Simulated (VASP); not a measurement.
Input:

```xyz
2
Lattice="3.3814 -1.9499 -0.0661 3.3814 1.9499 -0.0661 2.3195 0.0000 3.1401" Properties=species:S:1:pos:R:3 pbc="T T T"
Sb     2.2711     0.0000     0.7522
Sb     6.8112     0.0000     2.2558
```

Computed with r2SCAN meta-GGA, VASP's PBE PAW potentials (set 64) (plane waves; VASP 6.6.1). Numerical set-up: 500 eV cut-off, 11×11×11 Γ-centred mesh, first-order Methfessel-Paxton smearing of 0.10 eV, potentials Sb.

Unless said otherwise, spin-orbit coupling is left out, though it shifts the bands of the heavy elements here.

### Question
Estimate the energy per atom (σ→0), pressure, band gap (on the k-mesh) with the smallest direct gap where there is one.

### Answer

The band gap (on the k-mesh) is none (metal, semimetal or under 0.01 eV). The energy per atom (σ→0) is -24.782 eV/atom and the pressure is 45.01 GPa.

Only differences to runs with the same potentials and settings are physical.

The compound is Sb in the a7 structure. It was relaxed first under an external pressure of 45 GPa.
